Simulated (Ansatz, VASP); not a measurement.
# MnPt in VASP and in Ansatz

The input INCAR:

```
SYSTEM = MnPt
PREC = Accurate
ENCUT = 520
EDIFF = 1E-6
ISMEAR = -1
SIGMA = 0.1
LREAL = .FALSE.
LASPH = .TRUE.
NELM = 150
ALGO = Normal
ISIF = 2
LWAVE = .FALSE.
LCHARG = .FALSE.
ISPIN = 2
MAGMOM = 4.5 4.5 0 0
LORBIT = 11
LMAXMIX = 4
LDAU = .TRUE.
LDAUTYPE = 2
LDAUL = 2 -1
LDAUU = 4.6 0
LDAUJ = 0 0
LDAUPRINT = 1
NBANDS = 35
```

File KPOINTS:

```
regular mesh
0
G
  8 8 8
  0 0 0
```

POSCAR

```
MnPt
1.0
   -2.7258966400     -2.7258966400      0.0000000000
   -2.7258966400      2.7258966400      0.0000000000
    0.0000000000      0.0000000000     -3.7120000000
Mn Pt
2 2
Direct
    0.0000000000      0.0000000000      0.0000000000
    0.5000000000      0.5000000000      0.0000000000
    0.0000000000      0.5000000000      0.5000000000
    0.5000000000      0.0000000000      0.5000000000
```

Input for Ansatz:

```yaml
crystal:
  lattice:
    - [-2.72589664, -2.72589664, 0.0]
    - [-2.72589664, 2.72589664, 0.0]
    - [0.0, 0.0, -3.712]
  atoms:
    - { symbol: Mn, position: [0.0, 0.0, 0.0], spin: 4.5 }
    - { symbol: Mn, position: [0.5, 0.5, 0.0], spin: 4.5 }
    - { symbol: Pt, position: [0.0, 0.5, 0.5] }
    - { symbol: Pt, position: [0.5, 0.0, 0.5] }
magnetization:
  spin_polarized: true
hamiltonian:
  xc: lda
  pseudopotentials: { kind: paw }
  hubbard: { sites: [{ species: Mn, l: d, u_eff: 4.6 }] }
basis:
  ecutwfc: 420
kpoints:
  mp_grid: { grid: [8, 8, 8] }
scf:
  occupations: { method: fermi_dirac, width: 0.1 }
  lower_state_search: "off"
output:
  forces: true
  stress: true
```

Alike in both runs: task single point; functional LDA; k mesh 8 × 8 × 8; occupations fermi-dirac, width 0.1 eV; collinear spin; Hubbard terms Mn d U = 4.6 eV.

|  | VASP | Ansatz |
| --- | --- | --- |
| version | VASP 6.6.1 | Ansatz 0.2.0 |
| potentials or method | VASP PAW LDA potentials, release 64 (Mn_pv, Pt) | PAW, plane waves, scalar-relativistic |
| plane-wave cutoff (eV) | 520 | 420 |
| valence electrons in the cell | 46 | 66 |

|  | VASP | Ansatz | Ansatz less VASP |
| --- | --- | --- | --- |
| pressure (GPa) | 17.5 | 19.3 | +1.76 |
| largest component of the traceless stress (GPa) | 8.84 | 8.89 | +0.055 |
| net moment per atom (μB) | 2.27 | 2.30 | +0.022 |
| size of the moment on the site where the two differ most (μB) | 0.16 | 0.22 | +0.061 |

Site moments also hang on the region over which each program counts them. The programs project onto different local orbitals, so the same U acts differently. The two sets of potentials don't hold the same shells in valence. Ansatz warned: «filled_band_counts_differ_across_k_points».

Caveats: the U is typed as a test and isn't derived for this compound. Spin-orbit coupling is left out, which matters for the levels of Pt. The state reached can hang on the start; a lower one may exist.
